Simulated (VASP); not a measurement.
```
CELL_PARAMETERS angstrom
      0.00000     2.62140     2.62140
      2.62140     0.00000     2.62140
      2.62140     2.62140     0.00000
ATOMIC_POSITIONS crystal
  Li 0.00000 0.00000 0.00000
  Cl 0.50000 0.50000 0.50000
```

The base run (VASP): PBE GGA, plane waves, VASP's PBE PAW potentials (set 64). Settings: 520 eV cut-off, 8×8×8 Γ-centred mesh, Gaussian smearing of 0.050 eV, potentials Li_sv Cl.

The base run took about 6 core-seconds. Costs are core time on shared hosts, one run each; read them as rough ratios.

Pressures at a finite cut-off, here 520 eV, hold a Pulay part, which wasn't tested here.

| setting | cost over the base run | electronic steps | pressure (GPa) |
|---|---|---|---|
| GGA = 91 | within a factor of 2 | 13 | -1.68 |
| GGA = PS | within a factor of 2 | 12 | -2.97 |
| base run | reference | 13 | -1.61 |
| IVDW = 13 | within a factor of 2 | 13 | -2.69 |
| GGA = AM | within a factor of 2 | 12 | -1.91 |
| AGGAC = 0.0, GGA = BO, LUSE_VDW = .TRUE., PARAM1 = 0.1833333333, PARAM2 = 0.22 | about 3 times | 12 | -2.45 |
| GGA removed, LMIXTAU = .TRUE., METAGGA = TPSS | about 10 times | 37 | -2.94 |

Left out are runs that failed, have no time on record or changed the cell.

The compound is LiCl in the rock salt structure. The cell was not relaxed at this level.
